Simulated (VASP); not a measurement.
All values below come from PBEsol GGA, VASP's PBE PAW potentials (set 64) (plane waves; VASP 6.6.1).

The input files of a VASP run:

**INCAR**
```
! general
SYSTEM  = Mo3Si
PREC    = Accurate
ENCUT   = 500
LREAL   = .FALSE.
LASPH   = .TRUE.

! electronic loop
EDIFF   = 1E-6
NELM    = 100
ALGO    = Normal
LMAXMIX = 4

! smearing
ISMEAR  = 1
SIGMA   = 0.1

! functional
GGA     = PS

! ions
IBRION  = 2
NSW     = 40
ISIF    = 3
EDIFFG  = -0.02

! output
LWAVE   = .FALSE.
LCHARG  = .FALSE.
```

### POSCAR
```
Mo3Si
1
    4.8644564114    -0.0000000000     0.0000000000
    0.0000000000     4.8644564114     0.0000000000
    0.0000000000    -0.0000000000     4.8644564114
Si Mo
2 6
Direct
  0.5000000000   0.5000000000   0.5000000000
  0.0000000000   0.0000000000   0.0000000000
  0.2500000000   0.0000000000   0.5000000000
  0.5000000000   0.2500000000   0.0000000000
  0.5000000000   0.7500000000   0.0000000000
  0.7500000000   0.0000000000   0.5000000000
  0.0000000000   0.5000000000   0.7500000000
  0.0000000000   0.5000000000   0.2500000000
```

### KPOINTS
```
Automatic mesh
0
Gamma
  6 6 6
0 0 0
```

POTCAR, in this order: Si Mo_sv (PBE.64 set). Program: vasp_std.

The run wrote:

OSZICAR:
```
       N       E                     dE             d eps       ncg     rms          rms(c)
DAV:   1     0.109426700266E+04    0.10943E+04   -0.55015E+04  2232   0.167E+03
DAV:   2    -0.387276996326E+02   -0.11330E+04   -0.11032E+04  2355   0.528E+02
DAV:   3    -0.885751046698E+02   -0.49847E+02   -0.48275E+02  2859   0.985E+01
DAV:   4    -0.896101010846E+02   -0.10350E+01   -0.10212E+01  2680   0.118E+01
DAV:   5    -0.896286231510E+02   -0.18522E-01   -0.18461E-01  2670   0.158E+00    0.475E+01
DAV:   6    -0.855042742276E+02    0.41243E+01   -0.14789E+01  2437   0.178E+01    0.132E+01
DAV:   7    -0.851507936172E+02    0.35348E+00   -0.97154E-01  2752   0.433E+00    0.366E+00
DAV:   8    -0.850902369360E+02    0.60557E-01   -0.13173E-01  2432   0.123E+00    0.604E-01
DAV:   9    -0.850890303943E+02    0.12065E-02   -0.67888E-03  2656   0.327E-01    0.300E-01
DAV:  10    -0.850888503794E+02    0.18001E-03   -0.78056E-04  2751   0.164E-01    0.132E-01
DAV:  11    -0.850888620568E+02   -0.11677E-04   -0.40236E-05  2616   0.324E-02    0.252E-02
DAV:  12    -0.850888588004E+02    0.32564E-05   -0.11168E-05  2532   0.188E-02    0.327E-03
DAV:  13    -0.850888584838E+02    0.31668E-06   -0.27613E-07  1561   0.222E-03
   1 F= -.85088858E+02 E0= -.85088839E+02  d E =-.850889E+02
```

OUTCAR:
```
------------------------ aborting loop because EDIFF is reached ----------------------------------------
  FORCE on cell =-STRESS in cart. coord.  units (eV):
  Direction    XX          YY          ZZ          XY          YZ          ZX
  --------------------------------------------------------------------------------------
  Total        0.0011241      0.0011241      0.0011241      0.0000000      0.0000000     -0.0000000
  in kB        0.0156458      0.0156458      0.0156458      0.0000000      0.0000000     -0.0000000
  external PRESSURE =       0.0156458 kB  Pullay stress =       0.0000000 kB
  volume of cell :      115.11
      direct lattice vectors                 reciprocal lattice vectors
     4.864456411  0.000000000  0.000000000     0.205572815  0.000000000  0.000000000
     0.000000000  4.864456411  0.000000000     0.000000000  0.205572815  0.000000000
     0.000000000  0.000000000  4.864456411     0.000000000  0.000000000  0.205572815
 POSITION                                       TOTAL-FORCE (eV/Angst)
 -----------------------------------------------------------------------------------
      2.43223      2.43223      2.43223        -0.000000     -0.000000      0.000000
      0.00000      0.00000      0.00000        -0.000000     -0.000000      0.000000
      1.21611      0.00000      2.43223         0.000000     -0.000000     -0.000000
      2.43223      1.21611      0.00000         0.000000      0.000000      0.000000
      2.43223      3.64834      0.00000        -0.000000     -0.000000     -0.000000
      3.64834      0.00000      2.43223        -0.000000      0.000000      0.000000
      0.00000      2.43223      3.64834         0.000000      0.000000      0.000000
      0.00000      2.43223      1.21611         0.000000     -0.000000     -0.000000
 -----------------------------------------------------------------------------------
    total drift:                                0.000000      0.000000     -0.000000
  FREE ENERGIE OF THE ION-ELECTRON SYSTEM (eV)
  ---------------------------------------------------
  free  energy   TOTEN  =       -85.0888584838 eV

  energy  without entropy=      -85.0887997617  energy(sigma->0) =      -85.08883891

 reached required accuracy - stopping structural energy minimisation
```
(Selected blocks of OUTCAR.)

**OUTCAR**
```
 val. band max:       12.8811531531   @ k =   0.5000   0.3333   0.0000

 cond. band min:      12.9196245189   @ k =   0.5000   0.3333   0.1667


 Fermi energy:        12.9033674769

 k-point     1 :       0.0000    0.0000    0.0000
  band No.  band energies     occupation
      1     -48.3006      2.00000
      2     -48.1761      2.00000
      3     -48.1761      2.00000
      4     -47.8260      2.00000
      5     -47.8260      2.00000
      6     -47.8260      2.00000
      7     -23.6211      2.00000
      8     -23.6211      2.00000
      9     -23.4068      2.00000
     10     -22.5850      2.00000
     11     -22.5850      2.00000
     12     -22.5850      2.00000
     13     -22.0589      2.00000
     14     -22.0589      2.00000
     15     -22.0589      2.00000
     16     -22.0272      2.00000
     17     -22.0272      2.00000
     18     -22.0272      2.00000
     19     -21.8927      2.00000
     20     -21.8927      2.00000
     21     -21.8927      2.00000
     22     -21.1089      2.00000
     23     -21.1089      2.00000
     24     -21.1089      2.00000
     25       2.2684      2.00000
     26       3.9024      2.00000
     27       7.4036      2.00000
     28       7.4036      2.00000
     29       7.4036      2.00000
     30       7.8683      2.00000
     31       7.8683      2.00000
     32       7.8683      2.00000
     33       8.1642      2.00000
     34       8.1642      2.00000
     35       8.6305      2.00000
     36       9.8239      2.00000
     37       9.8536      2.00000
     38       9.8536      2.00000
     39       9.8536      2.00000
     40      10.6652      2.00000
     41      10.6652      2.00000
     42      10.6652      2.00000
     43      11.2858      2.00000
     44      11.2858      2.00000
     45      14.1628     -0.00000
     46      14.1628     -0.00000
     47      14.1628     -0.00000
     48      15.0066      0.00000
     49      15.3198      0.00000
     50      15.3198      0.00000
     51      15.5848      0.00000
...
```

The compound is Mo3Si in the A15 structure. It was relaxed first.
